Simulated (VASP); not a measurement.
**HgTe (relaxed from the CsCl structure, space group Pm-3m): computed properties**

The numbers are results of r2SCAN meta-GGA, VASP's PBE PAW potentials (set 64) (plane waves; VASP), not measurements.

| Quantity | Result |
|---|---|
| space group | Pm-3m (221) |
| cell | a = 3.798 Å, b = 3.798 Å, c = 3.798 Å, α = 90.00°, β = 90.00°, γ = 90.00° |
| volume per atom | 27.40 Å³/atom |
| band gap (over mesh and band path) | none (metal, semimetal or under 0.01 eV) |
| density | 9.95 g/cm³ |

```
HgTe
1.0
    3.79819     0.00000     0.00000
    0.00000     3.79819     0.00000
    0.00000     0.00000     3.79819
Hg Te
1 1
Direct
  0.00000   0.00000   0.00000
  0.50000   0.50000   0.50000
```

Unless said otherwise, spin-orbit coupling is left out, though it shifts the bands of the heavy elements here.

The structure was generated: HgTe was put into the CsCl type (Pm-3m), which need not be its known phase. It was relaxed first, which changed the volume by +15 %. Symmetry was kept, so distortions that lower it aren't found.
